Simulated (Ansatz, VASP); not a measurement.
# Cross-check of CSeS between VASP and Ansatz, part 2 of 2

Aim: how closely do two programs agree when they are given the same cell, functional and k mesh? The cell is taken from a series of runs on this material, whose earlier steps may have relaxed, scaled, displaced or heated it; both programs get it as it stands.

VASP 6.6.1 and Ansatz 0.2.0.

So far: The starting structure; Ansatz: dielectric response, PBE.

The structure was built from a prototype and need not be the compound's stable phase.

### Step 3. VASP: dielectric response, PBE

Level of this step: PBE; plane waves and PAW (Se, S, C) (VASP).

The same cell, functional and mesh now go to VASP, with its own data sets.

Lines of VASP's logs that name or quote its potential files are left out, and so is its time.

INCAR

```
SYSTEM = CSeS
PREC = Accurate
ENCUT = 520
EDIFF = 1E-08
NELM = 120
ISMEAR = 0
SIGMA = 0.01
LREAL = .FALSE.
ALGO = Normal
GGA = PE
NBANDS = 22
LORBIT = 11
LWAVE = .FALSE.
LCHARG = .FALSE.
ISIF = 2
LEPSILON = .TRUE.
LASPH = .TRUE.
GGA_COMPAT = .FALSE.
EFERMI = MIDGAP
KPAR = 2
```

POSCAR

```
CSeS
1.0
    3.6073808748     -3.1663468730      0.0000000000
    3.6073808748      3.1663468730      0.0000000000
    0.0000000000      0.0000000000     10.1355209620
Se S C
2 2 2
Direct
    0.1738071974      0.8261928026      0.3735269694
    0.3261928026      0.6738071974      0.8735269694
    0.8468921414      0.1531078586      0.6227803012
    0.6531078586      0.3468921414      0.1227803012
    0.4969696847      0.5030303153      0.0036927293
    0.0030303153      0.9969696847      0.5036927293
```

KPOINTS

```
Automatic mesh
0
Gamma
5 5 3
0 0 0
```

The projector-augmented-wave data sets are Se, S and C (PBE family, release 64).

The run is started by

```console
$ mpirun -np 2 vasp_std
```

Numbers of over 12 decimals in the logs are rounded to 6 here.

Log:

```text
[banner, memory and clock lines left out]
running    2 mpi-ranks, on    1 nodes
 distrk:  each k-point on    1 cores,    2 groups
 distr:  one band on    1 cores,    1 groups

 POSCAR found type information on POSCAR SeS C
 POSCAR found :  3 types and       6 ions
 LDA part: xc-table for (Slater+PW92), standard interpolation
 POSCAR, INCAR and KPOINTS ok, starting setup
 FFT: planning ... GRIDC
 FFT: planning ... GRID_SOFT
 FFT: planning ... GRID
 WAVECAR not read
 entering main loop
       N       E                     dE             d eps       ncg     rms          rms(c)
DAV:   1     0.202651346545E+03    0.20265E+03   -0.12210E+04   792   0.115E+03
DAV:   2    -0.943739755901E+01   -0.21209E+03   -0.20585E+03  1142   0.209E+02
DAV:   3    -0.323679769151E+02   -0.22931E+02   -0.22679E+02   972   0.780E+01
DAV:   4    -0.329635793217E+02   -0.59560E+00   -0.59323E+00  1012   0.151E+01
DAV:   5    -0.329792052758E+02   -0.15626E-01   -0.15623E-01  1056   0.218E+00    0.230E+01
DAV:   6    -0.311383892945E+02    0.18408E+01   -0.58961E+00   798   0.154E+01    0.948E+00
DAV:   7    -0.309687339462E+02    0.16966E+00   -0.12279E+00   972   0.711E+00    0.717E+00
DAV:   8    -0.309570376122E+02    0.11696E-01   -0.27947E-01   960   0.281E+00    0.913E-01
DAV:   9    -0.309358078927E+02    0.21230E-01   -0.54945E-02   936   0.139E+00    0.127E+00
DAV:  10    -0.309362208167E+02   -0.41292E-03   -0.61859E-03   960   0.473E-01    0.869E-01
DAV:  11    -0.309353605880E+02    0.86023E-03   -0.33894E-03   936   0.311E-01    0.796E-01
DAV:  12    -0.309354853670E+02   -0.12478E-03   -0.11447E-03   954   0.209E-01    0.287E-01
DAV:  13    -0.309355037548E+02   -0.18388E-04   -0.53881E-05   984   0.452E-02    0.198E-01
DAV:  14    -0.309354814437E+02    0.22311E-04   -0.31659E-05   912   0.329E-02    0.114E-01
DAV:  15    -0.309354792473E+02    0.21964E-05   -0.14523E-05  1116   0.221E-02    0.608E-02
DAV:  16    -0.309354804254E+02   -0.11781E-05   -0.10942E-06   978   0.632E-03    0.580E-02
DAV:  17    -0.309354798598E+02    0.56555E-06   -0.44148E-07   888   0.481E-03    0.333E-02
DAV:  18    -0.309354794442E+02    0.41562E-06   -0.11628E-06   924   0.630E-03    0.112E-02
DAV:  19    -0.309354794254E+02    0.18796E-07   -0.12224E-07   990   0.198E-03    0.807E-03
DAV:  20    -0.309354794703E+02   -0.44829E-07   -0.74977E-08   858   0.163E-03    0.332E-03
DAV:  21    -0.309354794996E+02   -0.29375E-07   -0.14685E-08   468   0.754E-04    0.121E-03
DAV:  22    -0.309354795005E+02   -0.85015E-09   -0.15623E-09   450   0.266E-04
   1 F= -.30935480E+02 E0= -.30935480E+02  d E =0.000000E+00
 Linear response reoptimize wavefunctions to high precision
DAV:   1    -0.309354794973E+02    0.31791E-08   -0.42471E-10   468   0.149E-04
DAV:   2    -0.309354794973E+02   -0.43428E-10   -0.10736E-10   450   0.695E-05
 Linear response G [H, r] |phi>, progress :
  Direction:   1
       N       E                     dE             d eps       ncg     rms
RMM:   1    -0.116968900209E+03   -0.11697E+03    0.28733E+02  1476   0.869E+01
RMM:   2    -0.122151340169E+03   -0.51824E+01   -0.95803E+00  1278   0.176E+01
RMM:   3    -0.122379899514E+03   -0.22856E+00   -0.36807E-01  1323   0.309E+00
RMM:   4    -0.122389453277E+03   -0.95538E-02   -0.27050E-02  1366   0.689E-01
RMM:   5    -0.122390140311E+03   -0.68703E-03   -0.17424E-03  1369   0.168E-01
RMM:   6    -0.122390213487E+03   -0.73176E-04   -0.19122E-04  1384   0.460E-02
RMM:   7    -0.122390226820E+03   -0.13334E-04   -0.79965E-05  1405   0.127E-02
RMM:   8    -0.122390230993E+03   -0.41721E-05   -0.10264E-04  1427   0.385E-03
RMM:   9    -0.122390233605E+03   -0.26125E-05   -0.13466E-04  1378   0.121E-03
RMM:  10    -0.122390238034E+03   -0.44290E-05   -0.17079E-04  1174   0.504E-04
RMM:  11    -0.122390231426E+03    0.66079E-05   -0.10420E-04  1052   0.296E-04
RMM:  12    -0.122390221250E+03    0.10176E-04   -0.20529E-05   879   0.234E-04
RMM:  13    -0.122390221368E+03   -0.11790E-06   -0.14665E-05   751   0.225E-04
RMM:  14    -0.122390221588E+03   -0.22004E-06   -0.14188E-05   658   0.223E-04
RMM:  15    -0.122390221489E+03    0.99081E-07   -0.12438E-05   563   0.224E-04
 Linear response G [H, r] |phi>, progress :
  Direction:   2
       N       E                     dE             d eps       ncg     rms
RMM:   1    -0.128855285253E+03   -0.12886E+03    0.13917E+02  1870   0.875E+01
RMM:   2    -0.122026857917E+03    0.68284E+01   -0.20432E+01  1281   0.241E+01
RMM:   3    -0.122319535850E+03   -0.29268E+00   -0.63160E-01  1345   0.408E+00
RMM:   4    -0.122335120292E+03   -0.15584E-01   -0.30206E-02  1379   0.815E-01
RMM:   5    -0.122335803343E+03   -0.68305E-03   -0.22556E-03  1383   0.196E-01
RMM:   6    -0.122335892426E+03   -0.89082E-04   -0.11792E-04  1386   0.503E-02
RMM:   7    -0.122335903235E+03   -0.10809E-04    0.17418E-06  1459   0.139E-02
RMM:   8    -0.122335905472E+03   -0.22365E-05    0.77744E-08  1461   0.419E-03
[...]
RMM:  14    -0.122335905965E+03   -0.17034E-07   -0.16481E-05   719   0.633E-04
 Linear response G [H, r] |phi>, progress :
  Direction:   3
       N       E                     dE             d eps       ncg     rms
RMM:   1    -0.141325611815E+03   -0.14133E+03   -0.59729E-02  1988   0.863E+01
RMM:   2    -0.122016461381E+03    0.19309E+02   -0.23096E+01  1270   0.239E+01
[...]
N       E                     dE             d eps       ncg     rms          rms(c)
RMM:   1    -0.280033063235E+01   -0.28003E+01   -0.15776E+01  1569   0.611E+00
RMM:   2    -0.292920229076E+01   -0.12887E+00   -0.81409E-02  1318   0.125E+00
RMM:   3    -0.293111453399E+01   -0.19122E-02   -0.42740E-03  1351   0.220E-01
RMM:   4    -0.293124851542E+01   -0.13398E-03   -0.25445E-04  1369   0.504E-02
RMM:   5    -0.293125527688E+01   -0.67615E-05   -0.21994E-05  1375   0.119E-02
RMM:   6    -0.293125589595E+01   -0.61908E-06   -0.20936E-06  1382   0.330E-03
RMM:   7    -0.293125593051E+01   -0.34557E-07   -0.35768E-07  1240   0.945E-04
RMM:   8    -0.293125592927E+01    0.12378E-08   -0.74907E-08   932   0.304E-04
 change of polarisation eV/A/(eV/A) component  3 :     0.036     0.031     5.863
 dielectric tensor                  component  3 :     0.028     0.024     5.582
 Linear response to external field, progress :
  Direction:   1
       N       E                     dE             d eps       ncg     rms          rms(c)
RMM:   1    -0.806333455812E+00   -0.80633E+00   -0.16034E+00  2021   0.384E+00
RMM:   2    -0.840022308358E+00   -0.33689E-01   -0.22893E-02  1693   0.824E-01    0.179E+00
RMM:   3    -0.685755629280E+00    0.15427E+00   -0.23891E-01  1610   0.186E+00    0.758E-01
RMM:   4    -0.696586176131E+00   -0.10831E-01   -0.16688E-01  1738   0.150E+00    0.298E-01
RMM:   5    -0.733553383592E+00   -0.36967E-01   -0.64437E-03  1684   0.418E-01    0.716E-02
RMM:   6    -0.733020072307E+00    0.53331E-03   -0.89561E-04  1839   0.109E-01    0.492E-02
RMM:   7    -0.734666342733E+00   -0.16463E-02   -0.69996E-05  1748   0.465E-02    0.185E-02
RMM:   8    -0.736524790861E+00   -0.18584E-02   -0.27094E-05  1792   0.249E-02    0.283E-03
RMM:   9    -0.736638885338E+00   -0.11409E-03   -0.19860E-06  1831   0.691E-03    0.215E-03
RMM:  10    -0.736605514783E+00    0.33371E-04   -0.13409E-07  1853   0.183E-03    0.952E-04
RMM:  11    -0.736608069941E+00   -0.25552E-05   -0.26667E-08  1819   0.120E-03    0.178E-04
RMM:  12    -0.736605486616E+00    0.25833E-05    0.78525E-08  1842   0.302E-04    0.125E-04
RMM:  13    -0.736606572311E+00   -0.10857E-05    0.59514E-08  1685   0.176E-04    0.235E-05
RMM:  14    -0.736607345517E+00   -0.77321E-06   -0.16931E-09   892   0.505E-05    0.196E-05
RMM:  15    -0.736606762507E+00    0.58301E-06    0.32047E-08   658   0.520E-05    0.737E-06
 change of polarisation eV/A/(eV/A) component  1 :     1.302     0.214     0.000
 dielectric tensor                  component  1 :     2.017     0.167     0.000
 Linear response to external field, progress :
  Direction:   2
       N       E                     dE             d eps       ncg     rms          rms(c)
RMM:   1    -0.202585480587E+01   -0.20259E+01   -0.10056E+01  2095   0.557E+00
RMM:   2    -0.213823875046E+01   -0.11238E+00   -0.63041E-02  1758   0.119E+00    0.450E+00
RMM:   3    -0.107701624145E+01    0.10612E+01   -0.16847E+00  1725   0.446E+00    0.183E+00
RMM:   4    -0.100409883955E+01    0.72917E-01   -0.14543E-01  1734   0.146E+00    0.753E-01
RMM:   5    -0.101949286171E+01   -0.15394E-01   -0.43684E-02  1778   0.841E-01    0.256E-01
RMM:   6    -0.103500970155E+01   -0.15517E-01   -0.36614E-03  1788   0.278E-01    0.173E-01
RMM:   7    -0.104672044611E+01   -0.11711E-01   -0.12699E-03  1733   0.203E-01    0.816E-02
RMM:   8    -0.105149247248E+01   -0.47720E-02    0.16367E-04  1753   0.106E-01    0.368E-02
RMM:   9    -0.105142971875E+01    0.62754E-04    0.18289E-04  1739   0.573E-02    0.145E-02
RMM:  10    -0.105163460519E+01   -0.20489E-03    0.18614E-04  1852   0.112E-02    0.977E-03
RMM:  11    -0.105148154055E+01    0.15306E-03    0.19549E-04  1736   0.112E-02    0.200E-03
RMM:  12    -0.105141900953E+01    0.62531E-04    0.12547E-04  1847   0.380E-03    0.251E-03
RMM:  13    -0.105138789120E+01    0.31118E-04    0.63747E-05  1843   0.218E-03    0.534E-04
RMM:  14    -0.105139697786E+01   -0.90867E-05    0.38391E-05  1936   0.577E-04    0.417E-04
RMM:  15    -0.105140879441E+01   -0.11817E-04    0.23066E-05  1738   0.881E-04    0.149E-04
RMM:  16    -0.105141292615E+01   -0.41317E-05    0.93156E-06  1660   0.159E-04    0.159E-04
RMM:  17    -0.105141828954E+01   -0.53634E-05    0.31643E-06  1395   0.126E-04    0.185E-05
RMM:  18    -0.105141843460E+01   -0.14506E-06    0.92781E-07   801   0.420E-05    0.120E-05
RMM:  19    -0.105141856441E+01   -0.12980E-06    0.61558E-07   501   0.475E-05    0.611E-06
 change of polarisation eV/A/(eV/A) component  2 :     0.144     1.866     0.000
 dielectric tensor                  component  2 :     0.112     2.459     0.000
 Linear response to external field, progress :
  Direction:   3
       N       E                     dE             d eps       ncg     rms          rms(c)
RMM:   1    -0.280033063235E+01   -0.28003E+01   -0.15776E+01  1569   0.611E+00
RMM:   2    -0.292920225481E+01   -0.12887E+00   -0.81409E-02  1318   0.125E+00    0.543E+00
RMM:   3    -0.154845340162E+01    0.13807E+01   -0.28606E+00  1274   0.569E+00    0.180E+00
RMM:   4    -0.152554626349E+01    0.22907E-01   -0.11585E-01  1306   0.146E+00    0.853E-01
RMM:   5    -0.157326705161E+01   -0.47721E-01   -0.33216E-02  1318   0.825E-01    0.231E-01
RMM:   6    -0.159708430000E+01   -0.23817E-01   -0.19740E-03  1355   0.238E-01    0.166E-01
RMM:   7    -0.161103895980E+01   -0.13955E-01   -0.55743E-04  1305   0.121E-01    0.879E-02
RMM:   8    -0.162149601765E+01   -0.10457E-01   -0.30225E-04  1304   0.963E-02    0.309E-02
RMM:   9    -0.162287585706E+01   -0.13798E-02   -0.33010E-05  1371   0.285E-02    0.575E-03
RMM:  10    -0.162373042150E+01   -0.85456E-03   -0.44679E-06  1374   0.107E-02    0.445E-03
RMM:  11    -0.162380258619E+01   -0.72165E-04   -0.74148E-07  1371   0.394E-03    0.960E-04
RMM:  12    -0.162379404360E+01    0.85426E-05   -0.12931E-06  1412   0.998E-04    0.509E-04
RMM:  13    -0.162379120049E+01    0.28431E-05   -0.57946E-07  1346   0.695E-04    0.163E-04
RMM:  14    -0.162378789704E+01    0.33034E-05   -0.20619E-07  1283   0.179E-04    0.838E-05
RMM:  15    -0.162378668666E+01    0.12104E-05   -0.50308E-07  1022   0.103E-04    0.213E-05
RMM:  16    -0.162378666093E+01    0.25728E-07   -0.98589E-08   568   0.379E-05    0.111E-05
RMM:  17    -0.162378659059E+01    0.70347E-07   -0.51667E-08   396   0.420E-05    0.222E-06
 change of polarisation eV/A/(eV/A) component  3 :     0.028     0.024     2.879
 dielectric tensor                  component  3 :     0.022     0.019     3.250
 Born effective charges drift removed
```

OUTCAR, selected parts (step 3):

```text
ion  position               nearest neighbor table
   1  0.174  0.826  0.374-   6 1.71
   2  0.326  0.674  0.874-   5 1.71
   3  0.847  0.153  0.623-   6 1.56
   4  0.653  0.347  0.123-   5 1.56
   5  0.497  0.503  0.004-   4 1.56   2 1.71
   6  0.003  0.997  0.504-   3 1.56   1 1.71

  LATTYP: Found a base centered orthorhombic cell.
 ALAT       =     6.3326937460
 B/A-ratio  =     1.1392879616
 C/A-ratio  =     1.6005070462

 Subroutine GETGRP returns: Found  4 space group operations
 (whereof  2 operations were pure point group operations)

The static configuration has the point symmetry C_1h.
 The point group associated with its full space group is C_2v.

 Found     18 irreducible k-points:

   k-points           NKPTS =     18   k-points in BZ     NKDIM =     18   number of bands    NBANDS=     22

   dimension x,y,z NGX =    36 NGY =   36 NGZ =   80
   dimension x,y,z NGXF=    72 NGYF=   72 NGZF=  160

   ENCUT  =  520.0 eV  38.22 Ry    6.18 a.u.   8.92  8.92 18.85*2*pi/ulx,y,z

   NELECT =      32.0000    total number of electrons

 k-points in reciprocal lattice and weights: Automatic mesh
   0.00000000  0.00000000  0.00000000       0.013
   0.20000000 -0.00000000  0.00000000       0.053
   0.40000000  0.00000000  0.00000000       0.053
   0.20000000  0.20000000  0.00000000       0.027
   0.40000000  0.20000000  0.00000000       0.053
  -0.40000000  0.20000000  0.00000000       0.053
  -0.20000000  0.20000000  0.00000000       0.027
   0.40000000  0.40000000  0.00000000       0.027
  -0.40000000  0.40000000  0.00000000       0.027
[...]
0.40000000  0.40000000  0.33333333       0.053
  -0.40000000  0.40000000  0.33333333       0.053

 average (electrostatic) potential at core
       1 -59.2932       2 -59.2932       3 -92.9373       4 -92.9373       5 -57.2870
       6 -57.2870

  Total       -0.0081141     -0.1214750     -0.1895247      0.0000000      0.0000000      0.0000000
  in kB       -0.0561465     -0.8405645     -1.3114440      0.0000000      0.0000000      0.0000000
  external PRESSURE =      -0.7360517 kB  Pullay stress =       0.0000000 kB

  energy-cutoff  :      520.00
  volume of cell :      231.54
      direct lattice vectors                 reciprocal lattice vectors
     3.607380875 -3.166346873  0.000000000     0.138604716 -0.157910684  0.000000000
     3.607380875  3.166346873  0.000000000     0.138604716  0.157910684  0.000000000
     0.000000000  0.000000000 10.135520962     0.000000000  0.000000000  0.098662911

 POSITION                                       TOTAL-FORCE (eV/Angst)
 -----------------------------------------------------------------------------------
      3.60738      2.06568      3.78589         0.000000     -0.065861     -0.080886
      3.60738      1.10067      8.85365         0.000000      0.065861     -0.080886
      3.60738     -2.19676      6.31220         0.000000     -0.128533     -0.159529
      3.60738     -0.96959      1.24444         0.000000      0.128533     -0.159529
      3.60738      0.01919      0.03743         0.000000     -0.194318      0.240414
      3.60738      3.14716      5.10519         0.000000      0.194318      0.240414
 -----------------------------------------------------------------------------------
    total drift:                                0.000000     -0.000000     -0.000736

 MACROSCOPIC STATIC DIELECTRIC TENSOR (including local field effects in DFT)
 ------------------------------------------------------
           2.017492     0.000000     0.000000
           0.000000     2.458501     0.000000
           0.000000     0.000000     3.250214
 ------------------------------------------------------

 PIEZOELECTRIC TENSOR (including local field effects)  for field in x, y, z        (C/m^2)
          XX          YY          ZZ          XY          YZ          ZX
  --------------------------------------------------------------------------------
  x     0.00000     0.00000     0.00000     0.00000     0.00000     0.00023
  y     0.00000     0.00000     0.00000     0.00000    -0.01093     0.00000
  z    -0.01348    -0.02810    -0.03671     0.00000     0.00000     0.00000

 BORN EFFECTIVE CHARGES (including local field effects) (in |e|, cummulative output)
 ---------------------------------------------------------------------------------
 ion    1
    1     0.19455     0.00000     0.00000
    2     0.00000    -0.23203    -0.47813
    3     0.00000    -0.80342    -0.85627
 ion    2
    1     0.19455     0.00000     0.00000
    2     0.00000    -0.23203     0.47813
    3     0.00000     0.80342    -0.85627
 ion    3
    1     0.18285     0.00000     0.00000
    2     0.00000    -0.37530    -0.64490
    3     0.00000    -1.07277    -1.22369
 ion    4
    1     0.18285     0.00000     0.00000
    2     0.00000    -0.37530     0.64490
    3     0.00000     1.07277    -1.22369
 ion    5
    1    -0.37740     0.00000     0.00000
    2     0.00000     0.60733    -1.24683
    3     0.00000    -2.00701     2.07996
 ion    6
    1    -0.37740     0.00000     0.00000
    2     0.00000     0.60733     1.24683
    3     0.00000     2.00701     2.07996
```

The gap is read on the k-mesh alone, so it is an upper bound where the band edges lie off the mesh. Energies printed during the response cycles are not total energies of the cell.

### Step 4. Side by side

Known differences besides the potentials themselves: fixed occupations in Ansatz, narrow Gaussian smearing in VASP; VASP's response is taken on the typed mesh, Ansatz refines its own for the field response alone; the data sets hold 52 valence electrons in Ansatz (on its default PAW (the set named soft_2) files) and 32 in VASP; the cutoff is 420 eV in Ansatz and 520 eV in VASP. Total energies have different zeros and are not compared.

Compared:

| quantity | Ansatz | VASP | difference |
| --- | --- | --- | --- |
| ε∞ xx | 2.02 | 2.02 | +0.01 % |
| ε∞ yy | 2.46 | 2.46 | +0.04 % |
| ε∞ zz | 3.26 | 3.25 | +0.15 % |

### Step 5. Summary of results

```json
{"difference in ε∞ zz (dielectric response, PBE)": "0.15 %"}
```

What this shows: The difference in ε∞ zz is 0.15 % (dielectric response, PBE), within the 5 % picked in this series as the mark of a large difference. The data sets hold unlike numbers of valence electrons (52 in Ansatz and 32 in VASP), so part of the differences comes from the potentials. How closely two codes agree says nothing of how well the functional describes the real material.

[Lines on the potential files, build, host, timing and source positions are cut from VASP's logs without a mark.]

[Logs are printed without paths, hosts, clocks, repeated set-up lines and the standing remarks that a program may print on its own settings, such as how far it seeks lower states.]

[Hosts, paths, dates, database ids (printed as entryN), source tags and the programs' standing remarks are cut or masked in the printed files.]
